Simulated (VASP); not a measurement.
# GePt: Ge into a neighbouring Ge vacancy

Wanted: the minimum-energy path in GePt for this move: Ge into a neighbouring Ge vacancy. The start is a cell from a database of measured crystal structures.

Calculated with VASP 6.6.1; LDA; plane waves and PAW (Pt, Ge).

This is a report of a sequence of runs, with most program output left out.

### 1. The host crystal

It takes space group Pnma (No. 62, orthorhombic). Conventional cell: a = 5.719 Å, b = 3.697 Å, c = 6.084 Å, α = 90.00°, β = 90.00°, γ = 90.00°. Pt has 6 Ge at 2.48 to 2.65 Å nearest. Nearest to Ge lie 6 Pt at 2.48 to 2.65 Å. Farther neighbours are not listed.

As a file:

```
Pt Ge
1.0
     5.71900    0.00000    0.00000
     0.00000    3.69700    0.00000
     0.00000    0.00000    6.08400
Pt Ge
4 4
Direct
  0.00050 0.75000 0.80920
  0.49950 0.25000 0.30920
  0.50050 0.75000 0.69080
  0.99950 0.25000 0.19080
  0.81500 0.75000 0.41000
  0.68500 0.25000 0.91000
  0.31500 0.75000 0.09000
  0.18500 0.25000 0.59000
```

### 2. Relax the host

First cell and atoms are relaxed at a raised cutoff, so that later runs start from this functional's own cell.

File INCAR:

```
SYSTEM = GePt
PREC = Accurate
ENCUT = 350
EDIFF = 1E-06
NELM = 120
ISMEAR = 0
SIGMA = 0.1
LREAL = .FALSE.
ALGO = Normal
GGA = CA
NBANDS = 36
LASPH = .TRUE.
LORBIT = 11
LWAVE = .FALSE.
LCHARG = .FALSE.
KPAR = 5
IBRION = 2
NSW = 40
ISIF = 3
EDIFFG = -0.02
POTIM = 0.4
```

File POSCAR:

```
GePt
1.0
    5.7190000000      0.0000000000      0.0000000000
    0.0000000000      3.6970000000      0.0000000000
    0.0000000000      0.0000000000      6.0840000000
Pt Ge
4 4
Direct
    0.0005000000      0.7500000000      0.8092000000
    0.4995000000      0.2500000000      0.3092000000
    0.5005000000      0.7500000000      0.6908000000
    0.9995000000      0.2500000000      0.1908000000
    0.8150000000      0.7500000000      0.4100000000
    0.6850000000      0.2500000000      0.9100000000
    0.3150000000      0.7500000000      0.0900000000
    0.1850000000      0.2500000000      0.5900000000
```

File KPOINTS:

```
Automatic mesh
0
Gamma
4 5 3
0 0 0
```

Potentials, in the order of the species: Pt and Ge (LDA family, release 64).

Run with:

```console
$ mpirun -np 5 vasp_std
```

Elapsed: 59 s, on 5 MPI ranks of Intel Xeon Platinum 8488C (Sapphire Rapids), shared host; peak memory 0.92 GiB.

The k-mesh is coarse for a metal. The data set Ge keeps the semicore shell frozen, which is cheaper and a little less accurate. The run keeps the 8 symmetry operations of its start, so it cannot find a distortion of lower symmetry.

Relaxation path:

```
step  energy less that of the first step (eV)  largest force (eV/Å)  pressure (GPa)  volume (Å³)
   1                                   0.0000                0.1018           -1.87       128.63
   2                                   0.0033                0.0560            2.51       125.85
   3                                  -0.0081                0.0737            0.07       127.35
   4                                  -0.0089                0.0501            0.05       127.38
   5                                  -0.0097                0.0253            0.00       127.44
   6                                  -0.0103                0.0106           -0.02       127.46
   7                                  -0.0105                0.0289           -0.04       127.48
   8                                  -0.0105                0.0220           -0.04       127.47
   9                                  -0.0108                0.0096            0.10       127.39
```

```
conventional cell, symmetrised  before  after  change
                         a (Å)   5.719  5.703  -0.3 %
                         b (Å)   3.697  3.674  -0.6 %
                         c (Å)   6.084  6.080  -0.1 %
              volume (Å³/atom)   16.08  15.92  -1.0 %
```

The atoms that moved most (Å, as changes of fractional coordinates times the final cell):

```
atom      dx     dy      dz  length
 Ge8   0.005  0.000  -0.015   0.016
 Ge7  -0.005  0.000  -0.015   0.016
 Ge6   0.005  0.000   0.015   0.016
 Ge5  -0.005  0.000   0.015   0.016
 Pt1  -0.004  0.000  -0.009   0.009
 Pt4   0.004  0.000   0.009   0.009
 Pt3  -0.004  0.000   0.009   0.009
 Pt2   0.004  0.000  -0.009   0.009
```

The relaxed structure:

```xyz
8
Lattice="5.7027 0.0000 0.0000 0.0000 3.6740 0.0000 0.0000 0.0000 6.0802" Properties=species:S:1:pos:R:3 pbc="T T T"
Pt   -0.0008    2.7555    4.9116
Pt    2.8522    0.9185    1.8715
Pt    2.8505    2.7555    4.2087
Pt    5.7035    0.9185    1.1686
Ge    4.6431    2.7555    2.5082
Ge    3.9109    0.9185    5.5483
Ge    1.7918    2.7555    0.5319
Ge    1.0595    0.9185    3.5720
```

This step gave:

| Item | Value |
| --- | --- |
| electronic cycles | 57 |
| electrons | 56 |
| free energy (TOTEN) | -54.8147 eV |
| energy at zero smearing | -54.8071 eV |
| Fermi energy | 9.142 eV |
| labelled metallic, from the levels on this mesh | yes |

The run ended after 9 ionic steps, 0.011 eV below its first step, once forces and stress met EDIFFG = -0.02.

### 3. Relax the start

System of this step: Ge7Pt8. The cell holds 15 atoms: 8 Pt and 7 Ge. Cell: a = 7.104 Å, b = 8.336 Å, c = 6.784 Å, α = 54.9°, β = 73.7°, γ = 51.4°. It derives from GePt. Nearest the centre at fractional (0.218, 0.032, 0.532): Ge12 at 1.69 Å, Pt3 at 1.90 Å, Pt4 at 1.91 Å, Pt5 at 2.71 Å, Ge10 at 2.84 Å, Ge11 at 2.87 Å, Pt8 at 3.09 Å, Pt7 at 3.10 Å.

A path needs two true minima; the start is relaxed with symmetry off.

File INCAR:

```
SYSTEM = Ge7Pt8
PREC = Normal
ENCUT = 280
EDIFF = 1E-05
NELM = 120
ISMEAR = 1
SIGMA = 0.15
LREAL = Auto
ALGO = Fast
GGA = CA
NBANDS = 69
LASPH = .TRUE.
LORBIT = 11
LWAVE = .FALSE.
LCHARG = .FALSE.
NCORE = 5
IBRION = 2
NSW = 60
ISIF = 2
EDIFFG = -0.05
POTIM = 0.4
MAXMIX = 40
ISYM = 0
```

File POSCAR:

```
Ge7Pt8
1.0
    0.0000000000      3.6740278597      6.0801853743
    5.7026882801      0.0000000000      6.0801853743
    5.7026882801      3.6740278597      0.0000000000
Pt Ge
8 7
Direct
    0.2811448257      0.5277386235      0.4733277488
    0.7844545899      0.0248102211      0.9704738207
    0.0319483218      0.2770474113      0.2212150626
    0.5292861958      0.7803086655      0.7208685240
    0.4712296278      0.2193879835      0.2778835529
    0.9697515611      0.7214899211      0.7804646709
    0.2217134107      0.9705168537      0.0268865334
    0.7266901506      0.4688248233      0.5303542371
    0.6734851045      0.7384632894      0.0662318312
    0.2400426434      0.6731954942      0.0111203473
    0.7310018813      0.1802793194      0.5129447037
    0.2609052270      0.8287525515      0.4926151764
    0.7583276368      0.3296999327      0.9827008734
    0.3211846276      0.2640447002      0.9221341381
    0.8232333778      0.7639200910      0.4216237563
```

File KPOINTS:

```
Automatic mesh
0
Gamma
3 3 3
0 0 0
```

Run with:

```console
$ mpirun -np 5 vasp_std
```

The job ended after 2 min (5 MPI ranks; peak memory 0.6 GiB).

Relaxation path:

```
step  energy less that of the first step (eV)  largest force (eV/Å)
   1                                   0.0000                0.9003
   2                                  -0.1128                0.3872
   3                                  -0.1423                0.3646
   4                                  -0.1568                0.1904
   5                                  -0.1608                0.1178
   6                                  -0.1639                0.0777
   7                                  -0.1649                0.0603
   8                                  -0.1650                0.0668
   9                                  -0.1665                0.0414
```

The atoms that moved most (Å):

```
atom      dx      dy      dz  length
Ge15  -0.050   0.036  -0.029   0.068
Ge12  -0.055  -0.016   0.032   0.066
Ge14  -0.053   0.002  -0.022   0.057
 Pt3   0.027  -0.032  -0.033   0.053
 Pt5   0.051  -0.002  -0.006   0.051
 Pt7   0.038   0.012   0.030   0.050
 Pt8   0.028  -0.036   0.014   0.048
 Ge9   0.029   0.034  -0.002   0.045
```

The relaxed structure:

```xyz
15
Lattice="0.0000 3.6740 6.0802 5.7027 0.0000 6.0802 5.7027 3.6740 0.0000" Properties=species:S:1:pos:R:3 pbc="T T T"
Pt    5.7150    2.7555    4.9005
Pt    5.6876    6.4260    4.9401
Pt    2.8680    0.8980    1.8454
Pt    8.5697    4.6036    7.9301
Pt    2.8868    2.7503    4.1932
Pt    8.5386    6.4247   10.3148
Pt    5.7261    0.9254    7.2789
Pt    5.7262    4.5828    7.2830
Ge    4.6179    2.7520    8.5834
Ge    3.9314    0.9408    5.5483
Ge    3.9344    4.5603    5.5467
Ge    7.4807    2.7522    6.6578
Ge    7.4579    6.4235    6.6277
Ge    6.7118    4.5702    3.5362
Ge    6.7110    4.6095    9.6215
```

Numbers from this step:

```
electronic cycles       : 67
electrons               : 108
free energy (TOTEN)     : -102.7276 eV
energy at zero smearing : -102.7291 eV
Fermi energy            : 7.853 eV
```

The run ended after 9 ionic steps, 0.166 eV below its first step, once the forces on the free atoms met EDIFFG = -0.05.

### 4. Relax the end

The end state is relaxed in the same way, so that both ends share their errors.

INCAR is that of step 3.

File POSCAR:

```
Ge7Pt8
1.0
    0.0000000000      3.6740278597      6.0801853743
    5.7026882801      0.0000000000      6.0801853743
    5.7026882801      3.6740278597      0.0000000000
Pt Ge
8 7
Direct
    0.2780678079      0.5280633280      0.4721259100
    0.7808831837      0.0279687244      0.9739679878
    0.0314269637      0.2747201312      0.2225558712
    0.5258705951      0.7849339472      0.7182950049
    0.4672946179      0.2238763312      0.2759076716
    0.9702067795      0.7187659187      0.7812781921
    0.2227463427      0.9679218252      0.0283401191
    0.7199714798      0.4668085246      0.5341630536
    0.6765577302      0.7349868775      0.0801087786
    0.2422495007      0.6711074642      0.0118454265
    0.7334156642      0.1742333668      0.5147051137
    0.1744145151      1.2406590990      0.5731585672
    0.7548925396      0.3286528382      0.9862297420
    0.3250875154      0.2602832005      0.9286128649
    0.8278250846      0.7611923876      0.4246004471
```

KPOINTS is that of step 3.

Run with:

```console
$ mpirun -np 5 vasp_std
```

The job ended after 2.1 min (5 MPI ranks; peak memory 0.61 GiB; 11 min of CPU time).

Step by step:

```
step  energy less that of the first step (eV)  largest force (eV/Å)
   1                                   0.0000                0.7644
   2                                  -0.1170                0.4594
   3                                  -0.1520                0.3753
   4                                  -0.1676                0.2175
   5                                  -0.1743                0.1191
   6                                  -0.1747                0.1463
   7                                  -0.1778                0.1002
   8                                  -0.1794                0.0532
   9                                  -0.1797                0.0590
  10                                  -0.1814                0.0304
```

The atoms that moved most (Å):

```
atom      dx      dy      dz  length
Ge11  -0.064   0.027   0.056   0.089
 Pt4   0.008   0.028  -0.051   0.059
 Pt3   0.042  -0.024  -0.031   0.058
 Ge9  -0.019  -0.021  -0.048   0.056
Ge10  -0.030  -0.037   0.029   0.056
 Pt7   0.044  -0.015   0.028   0.054
 Pt8   0.015   0.002   0.049   0.051
 Pt2  -0.025  -0.011  -0.041   0.049
```

The relaxed structure:

```
Pt Ge
1.0
     0.00000    3.67403    6.08019
     5.70269    0.00000    6.08019
     5.70269    3.67403    0.00000
Pt Ge
8 7
Direct
  0.27737 0.53252 0.47485
  0.77826 0.02391 0.97357
  0.02190 0.27917 0.22555
  0.52476 0.77761 0.72710
  0.46831 0.21870 0.27994
  0.97102 0.72270 0.77961
  0.21915 0.97606 0.02787
  0.72302 0.47179 0.53176
  0.67140 0.73222 0.07946
  0.24235 0.67584 0.00181
  0.74726 0.16957 0.50808
  0.17513 0.23413 0.57527
  0.76299 0.32399 0.98641
  0.32023 0.26644 0.92374
  0.82776 0.75949 0.43088
```

Numbers from this step:

- electronic cycles: 68
- free energy (TOTEN): -102.7274 eV
- energy at zero smearing: -102.7289 eV
- Fermi energy: 7.854 eV

The run ended after 10 ionic steps, 0.181 eV below its first step, once the forces on the free atoms met EDIFFG = -0.05.

### 5. Nudged elastic band

Images on a straight line between the ends relax across the path, while springs keep them spaced along it.

File INCAR:

```
SYSTEM = Ge7Pt8
PREC = Normal
ENCUT = 280
EDIFF = 1E-05
NELM = 120
ISMEAR = 1
SIGMA = 0.15
LREAL = Auto
ALGO = Fast
GGA = CA
NBANDS = 69
LASPH = .TRUE.
LWAVE = .FALSE.
LCHARG = .FALSE.
IMAGES = 5
SPRING = -5
IBRION = 3
POTIM = 0.15
NSW = 60
EDIFFG = -0.05
ISYM = 0
ISIF = 0
SMASS = 1
```

File POSCAR:

```
Ge7Pt8
1.0
    0.0000000000      3.6740278597      6.0801853743
    5.7026882801      0.0000000000      6.0801853743
    5.7026882801      3.6740278597      0.0000000000
Pt Ge
8 7
Direct
    0.2769080782      0.5290643820      0.4730923821
    0.7820885346      0.0304045070      0.9669416014
    0.0224982223      0.2810074471      0.2219143435
    0.5272631735      0.7769936795      0.7257505870
    0.4660103225      0.2236462388      0.2825645548
    0.9739255206      0.7225417430      0.7747555920
    0.2224631108      0.9746905125      0.0294097740
    0.7205367251      0.4772923203      0.5268252558
    0.6754779470      0.7362199740      0.0735575107
    0.2395932461      0.6729264255      0.0164644040
    0.7317729374      0.1804800822      0.5094401493
    0.2661589514      0.8288413930      0.4829490912
    0.7653067771      0.3247386321      0.9830419261
    0.3242811135      0.2573160152      0.9196452817
    0.8301145216      0.7523165293      0.4244925233
```

KPOINTS is that of step 4.

File 00/POSCAR:

```
Ge7Pt8
1.0
    0.0000000000      3.6740278597      6.0801853743
    5.7026882801      0.0000000000      6.0801853743
    5.7026882801      3.6740278597      0.0000000000
Pt Ge
8 7
Direct
    0.2769080782      0.5290643820      0.4730923821
    0.7820885346      0.0304045070      0.9669416014
    0.0224982223      0.2810074471      0.2219143435
    0.5272631735      0.7769936795      0.7257505870
    0.4660103225      0.2236462388      0.2825645548
    0.9739255206      0.7225417430      0.7747555920
    0.2224631108      0.9746905125      0.0294097740
    0.7205367251      0.4772923203      0.5268252558
    0.6754779470      0.7362199740      0.0735575107
    0.2395932461      0.6729264255      0.0164644040
    0.7317729374      0.1804800822      0.5094401493
    0.2661589514      0.8288413930      0.4829490912
    0.7653067771      0.3247386321      0.9830419261
    0.3242811135      0.2573160152      0.9196452817
    0.8301145216      0.7523165293      0.4244925233
```

File 01/POSCAR:

```
Ge7Pt8
1.0
    0.0000000000      3.6740278597      6.0801853743
    5.7026882801      0.0000000000      6.0801853743
    5.7026882801      3.6740278597      0.0000000000
Pt Ge
8 7
Direct
    0.2769847520      0.5296403857      0.4733855760
    0.7814504030      0.0293225474      0.9680466654
    0.0223991417      0.2807010122      0.2225197340
    0.5268463982      0.7770969792      0.7259761558
    0.4663927703      0.2228221218      0.2821276611
    0.9734406527      0.7225683953      0.7755639783
    0.2219113038      0.9749191767      0.0291528418
    0.7209510433      0.4763756908      0.5276468978
    0.6747985986      0.7355535924      0.0745405184
    0.2400520822      0.6734127831      0.0140222831
    0.7343545123      0.1786619538      0.5092133110
    0.2509875003      0.8963897312      0.4983357051
    0.7649205923      0.3246144272      0.9836035879
    0.3236054146      0.2588373420      0.9203276862
    0.8297225395      0.7535127566      0.4255573373
```

File 02/POSCAR:

```
Ge7Pt8
1.0
    0.0000000000      3.6740278597      6.0801853743
    5.7026882801      0.0000000000      6.0801853743
    5.7026882801      3.6740278597      0.0000000000
Pt Ge
8 7
Direct
    0.2770614259      0.5302163893      0.4736787698
    0.7808122713      0.0282405877      0.9691517294
    0.0223000611      0.2803945773      0.2231251244
    0.5264296229      0.7772002788      0.7262017246
    0.4667752182      0.2219980049      0.2816907674
    0.9729557848      0.7225950476      0.7763723646
    0.2213594968      0.9751478408      0.0288959096
    0.7213653615      0.4754590612      0.5284685399
    0.6741192502      0.7348872107      0.0755235260
    0.2405109182      0.6738991407      0.0115801623
    0.7369360872      0.1768438254      0.5089864726
    0.2358160493      0.9639380694      0.5137223190
    0.7645344074      0.3244902224      0.9841652496
    0.3229297158      0.2603586688      0.9210100907
    0.8293305575      0.7547089839      0.4266221513
```

File 03/POSCAR:

```
Ge7Pt8
1.0
    0.0000000000      3.6740278597      6.0801853743
    5.7026882801      0.0000000000      6.0801853743
    5.7026882801      3.6740278597      0.0000000000
Pt Ge
8 7
Direct
    0.2771380998      0.5307923930      0.4739719636
    0.7801741396      0.0271586281      0.9702567934
    0.0222009805      0.2800881424      0.2237305149
    0.5260128476      0.7773035785      0.7264272934
    0.4671576660      0.2211738880      0.2812538737
    0.9724709168      0.7226216999      0.7771807509
    0.2208076898      0.9753765050      0.0286389774
    0.7217796798      0.4745424316      0.5292901820
    0.6734399017      0.7342208291      0.0765065337
    0.2409697542      0.6743854983      0.0091380414
    0.7395176620      0.1750256970      0.5087596342
    0.2206445982      1.0314864077      0.5291089330
    0.7641482226      0.3243660176      0.9847269114
    0.3222540169      0.2618799956      0.9216924952
    0.8289385754      0.7559052112      0.4276869654
```

File 04/POSCAR:

```
Ge7Pt8
1.0
    0.0000000000      3.6740278597      6.0801853743
    5.7026882801      0.0000000000      6.0801853743
    5.7026882801      3.6740278597      0.0000000000
Pt Ge
8 7
Direct
    0.2772147736      0.5313683967      0.4742651575
    0.7795360080      0.0260766685      0.9713618575
    0.0221018999      0.2797817074      0.2243359054
    0.5255960722      0.7774068782      0.7266528622
    0.4675401138      0.2203497710      0.2808169800
    0.9719860489      0.7226483523      0.7779891372
    0.2202558827      0.9756051692      0.0283820451
    0.7221939980      0.4736258021      0.5301118240
    0.6727605533      0.7335544474      0.0774895414
    0.2414285903      0.6748718560      0.0066959206
    0.7420992369      0.1732075687      0.5085327959
    0.2054731471      1.0990347459      0.5444955469
    0.7637620378      0.3242418127      0.9852885732
    0.3215783180      0.2634013224      0.9223748997
    0.8285465933      0.7571014384      0.4287517794
```

File 05/POSCAR:

```
Ge7Pt8
1.0
    0.0000000000      3.6740278597      6.0801853743
    5.7026882801      0.0000000000      6.0801853743
    5.7026882801      3.6740278597      0.0000000000
Pt Ge
8 7
Direct
    0.2772914474      0.5319444003      0.4745583514
    0.7788978764      0.0249947088      0.9724669215
    0.0220028193      0.2794752725      0.2249412958
    0.5251792969      0.7775101778      0.7268784310
    0.4679225617      0.2195256540      0.2803800863
    0.9715011810      0.7226750046      0.7787975235
    0.2197040757      0.9758338333      0.0281251129
    0.7226083162      0.4727091726      0.5309334660
    0.6720812049      0.7328880658      0.0784725490
    0.2418874264      0.6753582136      0.0042537998
    0.7446808118      0.1713894403      0.5083059576
    0.1903016961      1.1665830841      0.5598821608
    0.7633758529      0.3241176078      0.9858502349
    0.3209026192      0.2649226492      0.9230573042
    0.8281546113      0.7582976657      0.4298165934
```

File 06/POSCAR:

```
Ge7Pt8
1.0
    0.0000000000      3.6740278597      6.0801853743
    5.7026882801      0.0000000000      6.0801853743
    5.7026882801      3.6740278597      0.0000000000
Pt Ge
8 7
Direct
    0.2773681213      0.5325204040      0.4748515452
    0.7782597447      0.0239127492      0.9735719855
    0.0219037387      0.2791688376      0.2255466863
    0.5247625216      0.7776134775      0.7271039998
    0.4683050095      0.2187015371      0.2799431926
    0.9710163131      0.7227016569      0.7796059098
    0.2191522687      0.9760624975      0.0278681807
    0.7230226344      0.4717925430      0.5317551081
    0.6714018565      0.7322216841      0.0794555567
    0.2423462624      0.6758445712      0.0018116789
    0.7472623867      0.1695713119      0.5080791192
    0.1751302450      1.2341314223      0.5752687747
    0.7629896681      0.3239934030      0.9864118967
    0.3202269203      0.2664439760      0.9237397087
    0.8277626292      0.7594938930      0.4308814074
```

Run with:

```console
$ mpirun -np 5 vasp_std
```

Run time: 49 min. Hardware: 5 MPI ranks; peak memory 0.9 GiB.

The band used up its steps before its forces met the threshold, so no barrier is taken from it.

### 6. Summary of results

```yaml
result: none
```

The session ends without its result: «nudged elastic band» used up its steps.

[Lines on the potential files, build, host, timing and source positions are cut from VASP's logs without a mark.]

[Logs are printed without paths, hosts, clocks, repeated set-up lines and the standing remarks that a program may print on its own settings, such as how far it seeks lower states.]

[Hosts, paths, dates, database ids (printed as entryN), source tags and the programs' standing remarks are cut or masked in the printed files.]

[Runs that stopped without an error message from VASP are left out.]
